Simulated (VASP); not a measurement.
Consider the following.

```xyz
2
Lattice="0.0000 2.3888 2.3888 2.3888 0.0000 2.3888 2.3888 2.3888 0.0000" Properties=species:S:1:pos:R:3 pbc="T T T"
B      1.1944     1.1944     1.1944
As     0.0000     0.0000     0.0000
```

Method: PBEsol GGA, VASP's PBE PAW potentials (set 64) (plane waves; VASP). Run with 520 eV cut-off, 13×13×13 Γ-centred mesh, Gaussian smearing of 0.010 eV, potentials B As.

### Question
Give the electronic dielectric tensor ε∞ (DFPT, local fields included).

### Answer

```
9.89  0.00  0.00
0.00  9.89  0.00
0.00  0.00  9.89
```

### Question
Give the Born effective charges.

### Answer

```json
[
 {"atom": "B1", "Z*xx": "-0.50", "Z*yy": "-0.50", "Z*zz": "-0.50", "mean": "-0.50"},
 {"atom": "As2", "Z*xx": "0.50", "Z*yy": "0.50", "Z*zz": "0.50", "mean": "0.50"}
]
```

The structure comes from a computed database's BAs entry (F-43m); how it stands against other phases isn't given here. It was relaxed first.
